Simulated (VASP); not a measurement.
Input for VASP

**KPOINTS**
```
Automatic mesh
0
Gamma
7 7 7
0 0 0
```

**INCAR**
```
SYSTEM = SnTe
PREC = Accurate
ENCUT = 520
EDIFF = 1E-7
NELM = 100
ALGO = Normal
LREAL = .FALSE.
LASPH = .TRUE.
ISMEAR = 0
SIGMA = 0.05
GGA = PE
IVDW = 12
LMAXMIX = 4
LWAVE = .FALSE.
LCHARG = .FALSE.
ISIF = 2
```

### POSCAR
```
SnTe
1
    0.0000000000     3.1527540518     3.1527540518
    3.1527540518     0.0000000000     3.1527540518
    3.1527540518     3.1527540518     0.0000000000
Sn Te
1 1
Direct
  0.0000000000   0.0000000000   0.0000000000
  0.5000000000   0.5000000000   0.5000000000
```

POTCAR, in this order: Sn_d Te (PBE.64 set). Program: vasp_std.

Task: Write an equivalent input for Ansatz.

Result: One equivalent input (not run):
Ansatz 0.2 input:
```yaml
crystal:
  lattice:
    - [0.0000000, 3.1527541, 3.1527541]
    - [3.1527541, 0.0000000, 3.1527541]
    - [3.1527541, 3.1527541, 0.0000000]
  atoms:
    - { symbol: Sn, position: [0.0000000, 0.0000000, 0.0000000] }
    - { symbol: Te, position: [0.5000000, 0.5000000, 0.5000000] }
kpoints:
  mp_grid: { grid: [7, 7, 7] }
hamiltonian:
  xc: pbe
  dispersion: d3bj
  pseudopotentials: { kind: paw }
scf:
  occupations: { method: gaussian, width: 0.05 }
  max_iter: 100
output: { forces: true, stress: true, eigenvalues: true }
```
The two are equivalent in intent, not identical: each code has its own PAW files, so the cut-off isn't converted (ENCUT is set for VASP's; basis.ecutwfc is left out, and Ansatz then takes the one that its files recommend); Ansatz stops its SCF on the density residual and VASP on the energy change (EDIFF).

The compound is SnTe in the rock salt structure, which distorts at low temperature. It was relaxed first.
